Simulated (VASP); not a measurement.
Computed with PBEsol GGA, VASP's PBE PAW potentials (set 64) (plane waves; VASP).

The input files of a VASP run:

File POSCAR:
```
RuAl
1.0
  2.9176117268   0.0000000000   0.0000000000
  0.0000000000   2.9176117268   0.0000000000
  0.0000000000   0.0000000000   2.9176117268
Al Ru
1 1
Direct
  0.5000000000   0.5000000000   0.5000000000
  0.0000000000   0.0000000000   0.0000000000
```

INCAR:
```
SYSTEM = RuAl
PREC = Accurate
ENCUT = 480
EDIFF = 1E-7
NELM = 100
ALGO = Normal
LREAL = .FALSE.
LASPH = .TRUE.
ISMEAR = 1
SIGMA = 0.1
GGA = PS
LMAXMIX = 4
LWAVE = .FALSE.
LCHARG = .FALSE.
ISIF = 3
IBRION = 2
NSW = 40
EDIFFG = -0.01
PSTRESS = 150
```

File KPOINTS:
```
Automatic mesh
0
Gamma
12 12 12
0 0 0
```

POTCAR, in this order: Al Ru_pv (PBE.64 set). Program: vasp_std.

What VASP printed:

**OSZICAR**
```
       N       E                     dE             d eps       ncg     rms          rms(c)
DAV:   1     0.110599131552E+03    0.11060E+03   -0.91034E+03  2032   0.126E+03
DAV:   2    -0.140446920891E+02   -0.12464E+03   -0.12018E+03  2204   0.344E+02
DAV:   3    -0.162442713096E+02   -0.21996E+01   -0.21468E+01  2388   0.472E+01
DAV:   4    -0.162672429243E+02   -0.22972E-01   -0.22964E-01  2312   0.475E+00
DAV:   5    -0.162678220982E+02   -0.57917E-03   -0.57916E-03  2488   0.665E-01    0.155E+01
DAV:   6    -0.155445051021E+02    0.72332E+00   -0.39675E+00  2144   0.233E+01    0.266E+00
DAV:   7    -0.154781427793E+02    0.66362E-01   -0.24841E-01  2136   0.610E+00    0.251E+00
DAV:   8    -0.154589531941E+02    0.19190E-01   -0.16842E-02  2212   0.118E+00    0.245E-01
DAV:   9    -0.154588066483E+02    0.14655E-03   -0.27707E-04  2424   0.143E-01    0.158E-01
DAV:  10    -0.154588017275E+02    0.49208E-05   -0.23416E-05  2504   0.612E-02    0.170E-02
DAV:  11    -0.154588003441E+02    0.13834E-05   -0.20126E-06  2396   0.194E-02    0.825E-03
DAV:  12    -0.154587999710E+02    0.37313E-06   -0.57771E-08  1308   0.264E-03    0.307E-04
DAV:  13    -0.154587999998E+02   -0.28835E-07   -0.71807E-09  1092   0.888E-04
   1 F= -.13133585E+02 E0= -.13133464E+02  d E =-.131336E+02
```

**OUTCAR**
```
------------------------ aborting loop because EDIFF is reached ----------------------------------------
  FORCE on cell =-STRESS in cart. coord.  units (eV):
  Direction    XX          YY          ZZ          XY          YZ          ZX
  --------------------------------------------------------------------------------------
  Total        2.3104379      2.3104379      2.3104379      0.0000000     -0.0000000      0.0000000
  in kB      149.0467076    149.0467076    149.0467076      0.0000000     -0.0000000      0.0000000
  external PRESSURE =      -0.9532924 kB  Pullay stress =     150.0000000 kB
  volume of cell :       24.84
      direct lattice vectors                 reciprocal lattice vectors
     2.917611727  0.000000000  0.000000000     0.342746086  0.000000000  0.000000000
     0.000000000  2.917611727  0.000000000     0.000000000  0.342746086  0.000000000
     0.000000000  0.000000000  2.917611727     0.000000000  0.000000000  0.342746086
 POSITION                                       TOTAL-FORCE (eV/Angst)
 -----------------------------------------------------------------------------------
      1.45881      1.45881      1.45881         0.000000      0.000000      0.000000
      0.00000      0.00000      0.00000         0.000000      0.000000      0.000000
 -----------------------------------------------------------------------------------
    total drift:                                0.000000      0.000000      0.000000
  FREE ENERGIE OF THE ION-ELECTRON SYSTEM (eV)
  ---------------------------------------------------
  free  energy   TOTEN  =       -15.4587999998 eV

  energy  without entropy=      -15.4584367461  energy(sigma->0) =      -15.45867892
  enthalpy is  TOTEN    =       -13.1335847409 eV   P V=        2.3252152589

 reached required accuracy - stopping structural energy minimisation
```
(Selected blocks of OUTCAR.)

The compound is RuAl in the CsCl type structure. It was relaxed first under an external pressure of 15 GPa. The electron count is odd and the run is not spin-polarised, which forces a metal.
